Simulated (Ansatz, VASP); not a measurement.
## GaB12: VASP beside Ansatz

```xyz
13
Lattice="0.0000 3.7021 3.7021 3.7021 0.0000 3.7021 3.7021 3.7021 0.0000" Properties=species:S:1:pos:R:3 pbc="T T T"
Ga    0.0000    0.0000    0.0000
B     3.7021    4.9497    4.9497
B     2.4545    3.7021    4.9497
B     3.7021    2.4545    4.9497
B     4.9497    3.7021    4.9497
B     3.7021    2.4545    2.4545
B     2.4545    3.7021    2.4545
B     3.7021    4.9497    2.4545
B     4.9497    3.7021    2.4545
B     4.9497    2.4545    3.7021
B     4.9497    4.9497    3.7021
B     2.4545    2.4545    3.7021
B     2.4545    4.9497    3.7021
```

Change from the starting cell: species swapped into the ScB12 type (Fm-3m, No. 225).

Alike in both runs: task single point; functional PBE; k mesh 4 × 4 × 4; occupations gaussian, width 0.1 eV; no spin polarisation.

|  | VASP | Ansatz |
| --- | --- | --- |
| version | VASP 6.6.1 | Ansatz 0.2.0 |
| potentials or method | VASP PAW PBE potentials, release 64 (Ga_d, B) | scalar-relativistic, plane waves, PAW |
| plane-wave cutoff (eV) | 520 | 420 |
| valence electrons in the cell | 49 | 49 |

VASP gave:

```
gap on the k mesh at the Fermi level (eV) : none
pressure (GPa)                            : 6.5
rms of the force components (eV/Å)        : 0.132
```

Problem. Which values does Ansatz return?

Solution. gap on the k mesh at the Fermi level (eV): none; pressure (GPa): 6.5; rms of the force components (eV/Å): 0.129.

Atom by atom the forces differ by 0.003 eV/Å (rms over components). A gap of «none» marks a metal or a gap that the smearing closes.

Caveats: the k mesh is coarse (spacing up to 0.37 Å⁻¹), so the values aren't converged.
